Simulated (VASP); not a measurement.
**GaN: structure and properties in VASP**

What structure does GaN take at this level, and what are its properties? The steps: first try, relaxing cell and atoms (AM05), density, ELF and potential (AM05), bands along the symmetry lines (AM05), total and projected DOS (AM05), dielectric tensor and Born charges (AM05), field gradients at the nuclei (AM05) and bands along the symmetry lines (AM05) with a changed input. The start is a computed cell from the Materials Project.

Method: AM05; plane waves and PAW (Ga_d, N), in VASP 6.6.1.

Report form: the programs' logs are mostly left out.

## (1) Set-up

Before any relaxation, the start is as follows. The structure is cubic, space group F-43m (No. 216). Conventional cell: a = 4.507 Å, b = 4.507 Å, c = 4.507 Å, α = 90.00°, β = 90.00°, γ = 90.00°. Nearest to Ga lie 4 N at 1.95 Å. Nearest to N lie 4 Ga at 1.95 Å. Farther neighbours and most contacts between anions are not listed.

## (2) First try

This run is made with a changed input; what comes of it follows.

File INCAR:

```
SYSTEM = GaN
PREC = Accurate
ENCUT = 520
EDIFF = 1E-06
NELM = 90
ISMEAR = 0
LREAL = .FALSE.
ALGO = Normal
GGA = AM
NBANDS = 15
LORBIT = 11
LWAVE = .FALSE.
LCHARG = .FALSE.
KPAR = 2
IBRION = 2
NSW = 30
ISIF = 3
EDIFFG = -0.01
SGIMA = 0.02
```

File POSCAR:

```
GaN
1.0
    0.0000000000      2.2535006075      2.2535006075
    2.2535006075      0.0000000000      2.2535006075
    2.2535006075      2.2535006075      0.0000000000
Ga N
1 1
Direct
    0.0000000000      0.0000000000      0.0000000000
    0.7500000000      0.7500000000      0.7500000000
```

File KPOINTS:

```
Automatic mesh
0
Gamma
10 10 10
0 0 0
```

Potentials, in the order of the species: Ga_d and N (PBE family, release 64).

Run with:

```
$ mpirun -np 2 vasp_std
```

Wall time 17 s (2 MPI ranks of Intel Xeon Platinum 8259CL at 2.50GHz (Skylake/Cascade Lake), shared host); peak memory 0.27 GiB.

The run converged. In volume (within 0.3 %) and energy (within 2 meV an atom) it ends like the sound relaxation.

The fault in the input: misspelt tag (SGIMA = 0.02). VASP ignores tags that it doesn't know, so the default applied; correct the spelling.

## (3) Relaxing cell and atoms (AM05)

The start need not lie at this functional's minimum. ISIF = 3 frees volume, shape and positions, and EDIFFG sets the threshold on forces and stress at which the search stops.

INCAR, as its differences from that of step 2:

```diff
@@ -4,4 +4,5 @@
 EDIFF = 1E-06
-NELM = 90
+NELM = 100
 ISMEAR = 0
+SIGMA = 0.05
 LREAL = .FALSE.
@@ -15,5 +16,4 @@
 IBRION = 2
-NSW = 30
+NSW = 60
 ISIF = 3
 EDIFFG = -0.01
-SGIMA = 0.02
```

POSCAR is that of step 2.

KPOINTS is that of step 2.

Run with:

```
$ mpirun -np 2 vasp_std
```

The job ended after 18 s (2 MPI ranks; peak memory 0.28 GiB; 33 s of CPU time).

The gap is read on the k-mesh alone, so it is an upper bound where the band edges lie off the mesh, and a coarse mesh can show a gap where there is none. The PAW data sets were made with PBE, which is usual practice but a small mismatch for other functionals. The run keeps the 24 symmetry operations of its start, so it cannot find a distortion of lower symmetry.

Step by step:

```tsv
step	energy less that of the first step (eV)	largest force (eV/Å)	pressure (GPa)	volume (Å³)
1	0.0000	0.0000	-1.63	22.89
2	-0.0002	0.0000	1.44	22.50
3	-0.0011	0.0000	-0.16	22.68
4	-0.0011	0.0000	0.15	22.67
5	-0.0011	0.0000	0.03	22.67
```

```tsv
conventional cell, symmetrised	before	after	change
a (Å)	4.507	4.493	-0.3 %
b (Å)	4.507	4.493	-0.3 %
c (Å)	4.507	4.493	-0.3 %
volume (Å³/atom)	11.44	11.34	-0.9 %
```

The relaxed structure:

```xyz
2
Lattice="0.0000 2.2465 2.2465 2.2465 0.0000 2.2465 2.2465 2.2465 0.0000" Properties=species:S:1:pos:R:3 pbc="T T T"
Ga    0.0000    0.0000    0.0000
N     3.3697    3.3697    3.3697
```

Numbers from this step:

```yaml
electrons: 18
bands: 15
irreducible_k_points: 47
symmetry_operations: 24
free_energy_toten: -12.68 eV
fermi_energy: 5.595 eV
pressure: 0.03437 GPa
metallic_judged_on_the_points_sampled: no
valence_top_at_k: 0, 0, 0
conduction_bottom_at_k: 0, 0, 0
least_direct_gap_at_k: 0, 0, 0
scf_cycles_over_all_ionic_steps: 35
gap_on_the_k_mesh: 1.834 eV
least_direct_gap_on_the_k_mesh: 1.834 eV
```

It ends with forces that vanish by symmetry and a pressure of 0.03 GPa.

## (4) Density, ELF and potential (AM05)

A single point on the relaxed cell gives a clean self-consistent state, with density, ELF and potential written out.

INCAR, as its differences from that of step 3:

```diff
@@ -13,7 +13,5 @@
 LWAVE = .FALSE.
-LCHARG = .FALSE.
-KPAR = 2
-IBRION = 2
-NSW = 60
-ISIF = 3
-EDIFFG = -0.01
+LCHARG = .TRUE.
+ISIF = 2
+LELF = .TRUE.
+LVHAR = .TRUE.
```

File POSCAR:

```
GaN
1.0
    0.0000000000      2.2464751478      2.2464751478
    2.2464751478      0.0000000000      2.2464751478
    2.2464751478      2.2464751478      0.0000000000
Ga N
1 1
Direct
    0.0000000000      0.0000000000      0.0000000000
    0.7500000000      0.7500000000      0.7500000000
```

KPOINTS is that of step 3.

Run with:

```
$ mpirun -np 2 vasp_std
```

The job ended after 6.8 s (2 MPI ranks; peak memory 0.24 GiB).

Numbers from this step:

| Property | Result |
| --- | --- |
| SCF cycles | 13 |
| bands | 16 |
| Fermi energy | 5.619 eV |
| pressure | 0.07950 GPa |

Valence electrons inside each PAW sphere by angular momentum. Sphere charges, by row:

```tsv
atom	s (e)	p (e)	d (e)	tot (e)
Ga1	0.795	0.919	10.19	11.9
N2	1.217	2.513	0	3.73
```

ELF in the ac plane of a cell with a along [110], b along [-110] and c along [001] of the cube at fractional y = 0.000, with atoms of Ga and N within 0.2 Å of it. It is the smooth field of the valence electrons, not physical close to the nuclei.

Ten even steps from '_' (0.02) to '@' (0.80), each cell a mean:
```
__..::::::::::::____..::::::::::::__
..::::..____..::::..::::..____..::::
::::..______....::::::..______....::
..______________....______________..
________....______________....______
____..--==--::________..--==--::____
__..==##%%%%**::____..==##%%%%**::__
__--##@@@@@@%%++..__--##@@@@@@%%++..
..==@@%%==**@@##::..==@@%%==**@@##::
::==%%@@**%%@@**--::==%%@@**%%@@**--
..--**@@@@@@##==....--**@@@@@@##==..
__..--++##**==::____..--++##**==::__
```
Columns run along a (6.4 Å), rows up along c (4.5 Å), edges of the conventional cell, whose origin can differ from the input's. Atoms in or near the plane, at fractional coordinates: Ga at (0.50, 0.00), Ga at (0.00, 0.00), N at (0.75, 0.25), N at (0.25, 0.25).

Electrostatic potential energy in the ac plane of a cell with a along [110], b along [-110] and c along [001] of the cube at fractional y = 0.000, with atoms of Ga and N within 0.2 Å of it. With pseudopotentials it is smooth inside the atoms' cores, unlike the true potential.

Ten even steps from '_' (-49 eV) to '@' (4 eV), each cell a mean:
```
__::++%%@@@@##--____::++%%@@@@##--__
--++##@@@@@@%%**==--++##@@@@@@%%**==
##%%@@@@@@@@@@%%%%##%%@@@@@@@@@@%%%%
@@@@@@@@@@@@@@@@@@@@@@@@@@@@@@@@@@@@
@@@@@@@@@@@@@@@@@@@@@@@@@@@@@@@@@@@@
@@@@@@@@@@@@@@@@@@@@@@@@@@@@@@@@@@@@
@@@@@@@@%%@@@@@@@@@@@@@@@@%%@@@@@@@@
@@@@@@**::==%%@@@@@@@@@@**::==%%@@@@
@@@@%%::..__++@@@@@@@@%%::..__++@@@@
**##%%--__..**%%****##%%--__..**%%**
..--**##****%%++::..--**##****%%++::
__..++%%@@@@##--____..++%%@@@@##--__
```
Columns run along a (6.4 Å; values clipped at the 3rd and 97th percentile), rows up along c (4.5 Å), edges of the conventional cell, whose origin can differ from the input's. Atoms in or near the plane, at fractional coordinates: Ga at (0.50, 0.00), Ga at (0.00, 0.00), N at (0.75, 0.25), N at (0.25, 0.25).

Valence density in the ac plane of a cell with a along [110], b along [-110] and c along [001] of the cube at fractional y = 0.000, with atoms of Ga and N within 0.2 Å of it. It is the smooth field of the valence electrons, not physical close to the nuclei.

Ten steps, logarithmic in the rise over the least value, from '0' (0 e/Å³) to '9' (14 e/Å³), each cell a mean:
```
974111269974111269
652000136652000136
211000012211000012
000000000000000000
000000000000000000
000111000000111000
001233210001233210
013565420013565420
124676531124676531
434666534434666534
864454457864454457
984222379984222379
```
Columns run along a (6.4 Å), rows up along c (4.5 Å), edges of the conventional cell, whose origin can differ from the input's. Atoms in or near the plane, at fractional coordinates: Ga at (0.50, 0.00), Ga at (0.00, 0.00), N at (0.75, 0.25), N at (0.25, 0.25).

In this run the pressure is 0.08 GPa, small enough to go on; single stress components reach 0.08 GPa.

## (5) Bands along the symmetry lines (AM05)

Levels along the symmetry lines show where the bands peak and cross; KPOINTS_OPT computes them in the converged potential.

File INCAR:

```
SYSTEM = GaN
PREC = Accurate
ENCUT = 520
EDIFF = 1E-06
NELM = 100
ISMEAR = 0
SIGMA = 0.05
LREAL = .FALSE.
ALGO = Normal
GGA = AM
NBANDS = 21
LORBIT = 11
LWAVE = .FALSE.
LCHARG = .FALSE.
KPAR = 2
```

POSCAR is that of step 4.

KPOINTS is that of step 4.

File KPOINTS_OPT:

```
Line mode
16
Line-mode
Reciprocal
  0.00000000   0.00000000   0.00000000 GAMMA
  0.50000000   0.00000000   0.50000000 X

  0.50000000   0.00000000   0.50000000 X
  0.50000000   0.25000000   0.75000000 W

  0.50000000   0.25000000   0.75000000 W
  0.37500000   0.37500000   0.75000000 K

  0.37500000   0.37500000   0.75000000 K
  0.00000000   0.00000000   0.00000000 GAMMA

  0.00000000   0.00000000   0.00000000 GAMMA
  0.50000000   0.50000000   0.50000000 L

  0.50000000   0.50000000   0.50000000 L
  0.62500000   0.25000000   0.62500000 U

  0.62500000   0.25000000   0.62500000 U
  0.50000000   0.25000000   0.75000000 W

  0.50000000   0.25000000   0.75000000 W
  0.50000000   0.50000000   0.50000000 L

  0.50000000   0.50000000   0.50000000 L
  0.37500000   0.37500000   0.75000000 K

  0.62500000   0.25000000   0.62500000 U
  0.50000000   0.00000000   0.50000000 X
```

Run with:

```
$ mpirun -np 2 vasp_std
```

Run time: 18 s. Hardware: 2 MPI ranks; peak memory 0.3 GiB; 34 s of CPU time.

Spin-orbit coupling is off here; it would split degenerate levels.

Numbers from this step:

```yaml
scf_cycles: 12
bands: 21
fermi_energy: 5.59 eV
pressure: -0.1807 GPa
least_gap_on_mesh_and_path: 1.834 eV
least_direct_gap_on_mesh_and_path: 1.834 eV
```

Electronic bands along the path, in eV, zero at the valence-band top; v1 is the highest filled band, c1 the lowest empty one:

```tsv
point	v3	v2	v1	c1	c2
Γ	0.00	0.00	0.00	1.83	10.28
0.47 of the way	-3.16	-1.38	-1.38	4.55	7.56
X	-6.20	-2.76	-2.76	3.29	6.66
0.47 of the way	-6.04	-3.23	-3.19	4.39	7.41
W	-5.77	-3.77	-3.73	6.18	8.47
0.53 of the way	-5.88	-4.21	-2.77	5.53	8.08
K	-5.95	-4.34	-2.22	4.95	7.92
0.47 of the way	-4.48	-2.41	-0.63	5.55	8.36
Γ	0.00	0.00	0.00	1.83	10.28
0.47 of the way	-3.56	-0.48	-0.48	4.02	8.84
L	-7.15	-0.99	-0.99	4.70	8.73
0.53 of the way	-6.60	-2.95	-1.53	6.07	7.41
U	-5.95	-4.34	-2.22	4.95	7.92
0.53 of the way	-5.86	-4.17	-2.91	5.66	8.13
W	-5.77	-3.77	-3.73	6.18	8.47
0.47 of the way	-6.44	-3.22	-1.92	6.77	6.97
L	-7.15	-0.99	-0.99	4.70	8.73
0.53 of the way	-6.60	-2.95	-1.53	6.07	7.41
K	-5.95	-4.34	-2.22	4.95	7.92
jump to U	-5.95	-4.34	-2.22	4.95	7.92
0.47 of the way	-6.10	-3.49	-2.60	3.95	7.19
X	-6.20	-2.76	-2.76	3.29	6.66
```

Of the projections kept (Ga, N), the largest for each band there, as a share of the weight inside these atoms' spheres; weight between the spheres isn't counted:

```tsv
point	v3	v2	v1	c1	c2
Γ	N 0.77	N 0.77	N 0.77	N 0.58	Ga 0.99
X	Ga 0.62	N 0.65	N 0.65	Ga 0.82	Ga 0.83
W	Ga 0.61	N 0.60	N 0.58	N 0.54	Ga 0.51
K	Ga 0.61	N 0.57	N 0.67	Ga 0.75	Ga 0.52
Γ	N 0.77	N 0.77	N 0.77	N 0.58	Ga 0.99
L	Ga 0.59	N 0.72	N 0.72	Ga 0.69	N 0.77
```

The path finds the gap of the mesh within 0.02 eV, so the mesh comes close to both band edges.

## (6) Total and projected DOS (AM05)

A density of states needs more k-points than a total energy, and tetrahedra (ISMEAR = -5) or a smearing that fits the mesh; LORBIT projects the states on the PAW spheres. The mesh is finer than in the run before.

INCAR, as its differences from that of step 5:

```diff
@@ -5,3 +5,3 @@
 NELM = 100
-ISMEAR = 0
+ISMEAR = -5
 SIGMA = 0.05
@@ -15 +15,2 @@
 KPAR = 2
+NEDOS = 2001
```

POSCAR is that of step 5.

File KPOINTS:

```
Automatic mesh
0
Gamma
15 15 15
0 0 0
```

Run with:

```
$ mpirun -np 2 vasp_std
```

It took 16 s on 2 MPI ranks; peak memory 0.33 GiB.

This step gave:

| Property | Result |
| --- | --- |
| irreducible k-points | 120 |
| Fermi energy | 5.315 eV |
| pressure | -0.1869 GPa |
| gap on the k-mesh | 1.835 eV |
| least direct gap on the k-mesh | 1.835 eV |

The density of states has structure finer than the step of the table below, so its rows give means over 1 eV, whole bins alone (the curve runs from -12.0 to 9.72 eV). Peaks (eV: height): total -11.3: 1.67, -5.9: 2.55, -1.1: 1.42, 7.6: 2.37; N p -5.9: 0.712, -1.1: 0.762, 6.2: 0.165, 7.6: 0.627; Ga p -4.0: 0.169, -2.7: 0.248, 4.9: 0.112, 7.6: 0.181; Ga d -11.3: 0.846, -1.1: 0.117, 7.6: 0.160; Ga s -5.9: 0.899, 7.6: 0.645.

States under -12.0 eV and over 9.7 eV are left out. Density of states against energy, zero at the valence-band top; means over each step; values in states/eV/cell:

```tsv
energy (eV)	total	N p	Ga p	Ga d	Ga s	N s
-11	0.518	0.00134	0.0275	0.265	0.00845	0.150
-10	0	0	0	0	0	0
-9	0	0	0	0	0	0
-8	0	0	0	0	0	0
-7	0.162	0.0420	0.0167	0.00229	0.0409	0.00233
-6	1.10	0.301	0.0637	0.0347	0.345	0.0286
-5	0.372	0.103	0.0266	0.0261	0.0825	0.0291
-4	0.682	0.236	0.110	0.0363	0.0523	0.0213
-3	1.07	0.438	0.190	0.0516	0.0479	0.0172
-2	1.33	0.628	0.221	0.0803	0.0279	0.0111
-1	1.11	0.597	0.143	0.0948	0.00878	0.00438
0	0.175	0.103	0.0133	0.0208	4.6e-4	3.1e-4
1	0	0	0	0	0	0
2	0.00499	5.9e-4	6.9e-5	4.0e-5	0.00103	0.00145
3	0.0461	0.00793	0.00265	9.9e-4	0.00719	0.0103
4	0.283	0.0388	0.0402	0.0185	0.0230	0.0374
5	0.780	0.117	0.104	0.0457	0.0975	0.0915
6	0.801	0.140	0.0968	0.0683	0.104	0.0604
7	0.564	0.127	0.0425	0.0439	0.143	0.0134
8	1.30	0.346	0.132	0.0841	0.311	0.0159
9	0.239	0.0394	0.0696	0.0102	0.0323	9.0e-4
```

The gap on this mesh is 1.83 eV. In the top eV of the valence band the largest shares in the PAW spheres are N p 56 %, Ga p 10 % and Ga d 10 %; in the lowest eV of the conduction band, N s 27 %, Ga s 20 % and N p 14 %. The rest lies in smaller channels or between the spheres.

## (7) Dielectric tensor and Born charges (AM05)

The response to a static field gives the electronic dielectric tensor and the Born charges. It needs tightly converged orbitals, hence the small EDIFF.

File INCAR:

```
SYSTEM = GaN
PREC = Accurate
ENCUT = 520
EDIFF = 1E-08
NELM = 100
ISMEAR = 0
SIGMA = 0.01
LREAL = .FALSE.
ALGO = Normal
GGA = AM
NBANDS = 15
LORBIT = 11
LWAVE = .FALSE.
LCHARG = .FALSE.
KPAR = 2
LEPSILON = .TRUE.
```

POSCAR is that of step 6.

File KPOINTS:

```
Automatic mesh
0
Gamma
19 19 19
0 0 0
```

Run with:

```
$ mpirun -np 2 vasp_std
```

Run time: 7.9 min. Hardware: 2 MPI ranks; peak memory 1.6 GiB; 15 min of CPU time.

Energies printed during the response cycles are not total energies of the cell.

This step gave:

* bands: 15
* irreducible k-points: 220
* Fermi energy: 5.374 eV
* pressure: 0.07403 GPa
* gap on the k-mesh: 1.834 eV
* least direct gap on the k-mesh: 1.834 eV

Electronic dielectric tensor with local fields:

```
5.81 0.00 0.00
0.00 5.81 0.00
0.00 0.00 5.81
```

Born effective charge (e), principal values of the symmetric part by kind of site:

```tsv
atom	atoms with these values	low	middle	high	mean
Ga1	1	2.65	2.65	2.65	2.65
N2	1	-2.65	-2.65	-2.65	-2.65
```

In full for Ga1:

```
2.65 0.00 0.00
0.00 2.65 0.00
0.00 0.00 2.65
```

Piezoelectric tensor with clamped ions (C/m²), by row:

```tsv
field	xx	yy	zz	xy	yz	zx
x	0	0	0	0	1.026	0
y	0	0	0	0	0	1.026
z	0	0	0	1.026	0	0
```

The Born charges sum to zero; the printed set may have that rule imposed, so this is no test. The mean Born charge of N, -2.65 e, lies near its nominal -3, though a dynamic charge doesn't by itself measure how ionic a bond is.

## (8) Field gradients at the nuclei (AM05)

Field gradients probe how far the charge around each nucleus departs from cubic symmetry; LASPH keeps the non-spherical terms inside the spheres.

File INCAR:

```
SYSTEM = GaN
PREC = Accurate
ENCUT = 520
EDIFF = 1E-07
NELM = 100
ISMEAR = 0
SIGMA = 0.05
LREAL = .FALSE.
ALGO = Normal
GGA = AM
NBANDS = 15
LORBIT = 11
LWAVE = .FALSE.
LCHARG = .FALSE.
KPAR = 2
LEFG = .TRUE.
LASPH = .TRUE.
```

POSCAR is that of step 7.

File KPOINTS:

```
Automatic mesh
0
Gamma
10 10 10
0 0 0
```

Run with:

```
$ mpirun -np 2 vasp_std
```

Elapsed: 9 s, on 2 MPI ranks; peak memory 0.26 GiB.

This step gave:

```
SCF cycles                     : 13
irreducible k-points           : 47
Fermi energy                   : 5.597 eV
pressure                       : 0.1688 GPa
gap on the k-mesh              : 1.833 eV
least direct gap on the k-mesh : 1.833 eV
```

Electric field gradients, by row:

```tsv
atom	Vxx (V/Å²)	Vyy (V/Å²)	Vzz (V/Å²)	asymmetry
Ga1	0.003	0.003	-0.005	-
N2	-0.001	-0.001	0.002	-
```

All gradients vanish within the noise.

The run ends at a pressure of 0.17 GPa.

## (9) Bands along the symmetry lines (AM05) with a changed input

The mesh alone shows little of the dispersion and can miss band extrema, so KPOINTS_OPT adds a path through the symmetry points after the self-consistent cycle. Some settings are moved from the usual, to see what they do.

File INCAR:

```
SYSTEM = GaN
PREC = Accurate
ENCUT = 700
EDIFF = 1E-06
NELM = 100
ISMEAR = 0
SIGMA = 0.05
LREAL = .FALSE.
ALGO = Normal
GGA = AM
NBANDS = 21
LORBIT = 11
LWAVE = .FALSE.
LCHARG = .FALSE.
KPAR = 2
ISYM = 1
```

POSCAR is that of step 8.

KPOINTS is that of step 8.

KPOINTS_OPT is that of step 5.

Run with:

```
$ mpirun -np 2 vasp_std
```

Run time: 43 s. Hardware: 2 MPI ranks; peak memory 0.36 GiB.

This step gave:

| Item | Value |
| --- | --- |
| SCF cycles | 12 |
| bands | 21 |
| free energy (TOTEN) | -12.69 eV |
| Fermi energy | 5.590 eV |
| pressure | -0.3242 GPa |
| least gap on mesh and path | 1.835 eV |
| least direct gap on mesh and path | 1.835 eV |

Electronic bands along the path, in eV, zero at the valence-band top; v1 is the highest filled band, c1 the lowest empty one:

```tsv
point	v3	v2	v1	c1	c2
Γ	0.00	0.00	0.00	1.84	10.28
0.47 of the way	-3.16	-1.38	-1.38	4.55	7.56
X	-6.21	-2.76	-2.76	3.29	6.66
0.47 of the way	-6.04	-3.23	-3.20	4.39	7.41
W	-5.77	-3.77	-3.73	6.18	8.47
0.53 of the way	-5.88	-4.21	-2.77	5.53	8.08
K	-5.95	-4.34	-2.22	4.95	7.92
0.47 of the way	-4.49	-2.41	-0.63	5.55	8.36
Γ	0.00	0.00	0.00	1.84	10.28
0.47 of the way	-3.56	-0.48	-0.48	4.02	8.85
L	-7.15	-0.99	-0.99	4.70	8.73
0.53 of the way	-6.60	-2.95	-1.54	6.07	7.41
U	-5.95	-4.34	-2.22	4.95	7.92
0.53 of the way	-5.86	-4.17	-2.91	5.66	8.13
W	-5.77	-3.77	-3.73	6.18	8.47
0.47 of the way	-6.44	-3.22	-1.92	6.77	6.97
L	-7.15	-0.99	-0.99	4.70	8.73
0.53 of the way	-6.60	-2.95	-1.54	6.07	7.41
K	-5.95	-4.34	-2.22	4.95	7.92
jump to U	-5.95	-4.34	-2.22	4.95	7.92
0.47 of the way	-6.10	-3.49	-2.60	3.96	7.19
X	-6.21	-2.76	-2.76	3.29	6.66
```

Of the projections kept (Ga, N), the largest for each band there, as a share of the weight inside these atoms' spheres; weight between the spheres isn't counted:

```tsv
point	v3	v2	v1	c1	c2
Γ	N 0.77	N 0.77	N 0.77	N 0.58	Ga 0.99
X	Ga 0.63	N 0.65	N 0.65	Ga 0.82	Ga 0.83
W	Ga 0.62	N 0.60	N 0.57	N 0.54	Ga 0.51
K	Ga 0.61	N 0.57	N 0.67	Ga 0.75	Ga 0.52
Γ	N 0.77	N 0.77	N 0.77	N 0.58	Ga 0.99
L	Ga 0.59	N 0.72	N 0.72	Ga 0.69	N 0.77
```

Against the sound run “Bands along the symmetry lines (AM05)”, the energy at zero smearing moves by -2.9 meV an atom, the pressure by -0.14 GPa and the gap by +0.00 eV.

## (10) What came out

| Quantity | Value |
| --- | --- |
| relaxed volume | 11.34 Å³/atom |
| relaxed conventional cell a, b, c | 4.493, 4.493, 4.493 Å |
| space group after relaxing, within 0.02 Å | F-43m (No. 216) |
| band gap | 1.83 eV, direct |
| gap among the points of the DOS mesh alone, an upper bound | 1.83 eV |
| electronic dielectric constant, mean | 5.81 |
| largest field gradient Vzz | zero within the noise on all sites |

In words: With AM05, GaN relaxes to 11.34 Å³/atom in space group F-43m (held by the symmetry of the run) and has a direct gap of 1.83 eV. Bands along the symmetry lines (AM05): The path shows a direct gap of 1.83 eV (valence top at Γ, conduction bottom at Γ). Dielectric tensor and Born charges (AM05): The electronic dielectric tensor with local fields is isotropic, 5.81. Dielectric tensor and Born charges (AM05): Mean Born effective charge: Ga1 2.65, N2 -2.65 e. Bands along the symmetry lines (AM05) with a changed input: On this path the gap is direct, 1.84 eV, with the valence top at Γ and the conduction bottom at Γ. Semilocal functionals usually underestimate gaps. Spin-orbit coupling is left out; it would split some degenerate bands. No search among competing phases was made, and a listed structure need not be the one stable at ambient conditions. All values are for a static lattice at zero temperature.

[Lines on the potential files, build, host, timing and source positions are cut from VASP's logs without a mark.]

[Logs are printed without paths, hosts, clocks, repeated set-up lines and the standing remarks that a program may print on its own settings, such as how far it seeks lower states.]

[Hosts, paths, dates, database ids (printed as entryN), source tags and the programs' standing remarks are cut or masked in the printed files.]

[A measured line is paired with the nearest computed mode of its activity, which favours agreement.]

[In band tables of VASP the shares of atoms and orbitals are scaled to a sum of 1 inside the atoms' spheres.]
